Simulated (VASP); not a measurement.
Here is the system:

```yaml
crystal:
  lattice:
    - [0.00000, 2.83907, 2.83907]
    - [2.83907, 0.00000, 2.83907]
    - [2.83907, 2.83907, 0.00000]
  atoms:
    - { symbol: Li, position: [0.25000, 0.25000, 0.25000] }
    - { symbol: Li, position: [0.75000, 0.75000, 0.75000] }
    - { symbol: S, position: [0.00000, 0.00000, 0.00000] }
```

The numbers are results of rev-vdW-DF2, VASP's PBE PAW potentials (set 64) (plane waves; VASP 6.6.1), not measurements. Numerical set-up: 520 eV cut-off, Gaussian smearing of 0.050 eV, potentials Li_sv S.

Problem. Give the energies of bands 4 to 9 at the high-symmetry points, in eV from the valence-band maximum.

Solution. 
```
band     Γ      X      U      L      W
----  ----  -----  -----  -----  -----
4     0.00  -2.18  -2.10  -2.91  -1.84
5     0.00  -1.44  -1.98  -0.51  -1.84
6     0.00  -1.44  -1.17  -0.51  -1.79
7     4.31   3.35   4.57   6.16   5.46
8     6.23   7.14   8.10   6.56   7.29
9     6.23  11.13   9.50   6.56   8.95
```

The gap is indirect, 3.35 eV, from the valence maximum at Γ to the conduction minimum at X.

The compound is Li2S in the antifluorite structure. It was relaxed first.
